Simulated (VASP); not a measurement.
Method: PBEsol GGA, VASP's PBE PAW potentials (set 64) (plane waves; VASP).

VASP ran on this input.

**INCAR**
```
ALGO = Normal
EDIFF = 1E-7
ENCUT = 400
GGA = PS
ICHARG = 11
ISMEAR = 0
ISPIN = 2
LASPH = .TRUE.
LCHARG = .FALSE.
LMAXMIX = 4
LORBIT = 11
LREAL = .FALSE.
LWAVE = .FALSE.
MAGMOM = -0.1 2.9
NELM = 100
PREC = Accurate
SIGMA = 0.05
SYSTEM = MnGe
```

**POSCAR**
```
MnGe
1
   -0.0000000000     2.4723515527     2.4723515527
    2.4723515527    -0.0000000000     2.4723515527
    2.4723515527     2.4723515527    -0.0000000000
Ge Mn
1 1
Direct
  1.0000000000   1.0000000000   0.0000000000
  0.5000000000   0.5000000000   0.5000000000
```

### KPOINTS
```
k-points along high-symmetry lines
15
Line-mode
Reciprocal
  0.000000   0.000000   0.000000 ! GAMMA
  0.500000   0.000000   0.500000 ! X

  0.500000   0.000000   0.500000 ! X
  0.625000   0.250000   0.625000 ! U

  0.375000   0.375000   0.750000 ! K
  0.000000   0.000000   0.000000 ! GAMMA

  0.000000   0.000000   0.000000 ! GAMMA
  0.500000   0.500000   0.500000 ! L

  0.500000   0.500000   0.500000 ! L
  0.500000   0.250000   0.750000 ! W

  0.500000   0.250000   0.750000 ! W
  0.500000   0.000000   0.500000 ! X
```

POTCAR, in this order: Ge_d Mn_pv (PBE.64 set). Program: vasp_std. Read from the step before: CHGCAR.

Output of the run:

**OSZICAR**
```
       N       E                     dE             d eps       ncg     rms          rms(c)
DAV:   1     0.175068475652E+03    0.17507E+03   -0.13575E+04  7088   0.317E+03
DAV:   2     0.102474075117E+01   -0.17404E+03   -0.17035E+03  6582   0.498E+02
DAV:   3    -0.123913275798E+02   -0.13416E+02   -0.13192E+02  6776   0.122E+02
DAV:   4    -0.127010395938E+02   -0.30971E+00   -0.30664E+00  7188   0.198E+01
DAV:   5    -0.127069974978E+02   -0.59579E-02   -0.59574E-02  6944   0.302E+00
DAV:   6    -0.127072100281E+02   -0.21253E-03   -0.21253E-03  7250   0.504E-01
DAV:   7    -0.127072210858E+02   -0.11058E-04   -0.11058E-04  7938   0.109E-01
DAV:   8    -0.127072214074E+02   -0.32162E-06   -0.32149E-06  7070   0.148E-02
DAV:   9    -0.127072214230E+02   -0.15561E-07   -0.15859E-07  4728   0.303E-03
   1 F= -.12707221E+02 E0= -.12702936E+02  d E =-.857006E-02  mag=     2.7982
```

File OUTCAR:
```



 magnetization (x)

# of ion       s       p       d       tot
------------------------------------------
    1       -0.017  -0.065   0.029  -0.053
    2        0.060   0.030   2.957   3.047
--------------------------------------------------
tot          0.043  -0.034   2.986   2.994
```
(Selected blocks of OUTCAR.)

### OUTCAR
```
 val. band max:        7.7442478008   @ k =   0.5089   0.0179   0.5089

 cond. band min:       7.7447294842   @ k =   0.5804   0.1607   0.5804



 spin component 1

 k-point     1 :       0.0000    0.0000    0.0000
  band No.  band energies     occupation
      1     -41.4833      1.00000
      2     -41.4833      1.00000
      3     -41.4833      1.00000
      4     -16.3832      1.00000
      5     -16.3832      1.00000
      6     -16.3413      1.00000
      7     -16.3413      1.00000
      8     -16.3413      1.00000
      9      -4.1856      1.00000
     10       5.2476      1.00000
     11       5.2476      1.00000
     12       5.2476      1.00000
     13       5.7476      1.00000
     14       5.7476      1.00000
     15      11.4914      0.00000
     16      11.4914      0.00000
     17      11.4914      0.00000
     18      17.6125      0.00000

 k-point     2 :       0.0357    0.0000    0.0357
  band No.  band energies     occupation
      1     -41.4835      1.00000
      2     -41.4834      1.00000
      3     -41.4834      1.00000
      4     -16.3831      1.00000
      5     -16.3829      1.00000
      6     -16.3414      1.00000
      7     -16.3408      1.00000
      8     -16.3408      1.00000
      9      -4.1547      1.00000
     10       5.2367      1.00000
     11       5.2482      1.00000
     12       5.2482      1.00000
     13       5.7019      1.00000
     14       5.7518      1.00000
     15      11.4469      0.00000
     16      11.4476      0.00000
     17      11.4476      0.00000
     18      17.9369      0.00000

 k-point     3 :       0.0714    0.0000    0.0714
  band No.  band energies     occupation
      1     -41.4844      1.00000
      2     -41.4837      1.00000
      3     -41.4837      1.00000
      4     -16.3825      1.00000
      5     -16.3821      1.00000
      6     -16.3420      1.00000
      7     -16.3395      1.00000
      8     -16.3395      1.00000
...
```

The density is held fixed in this step, so its total energy and stress have no physical meaning.

The structure was generated: MnGe was put into the rocksalt type (Fm-3m), which need not be its known phase. It was relaxed first, which changed the volume by -18 %.
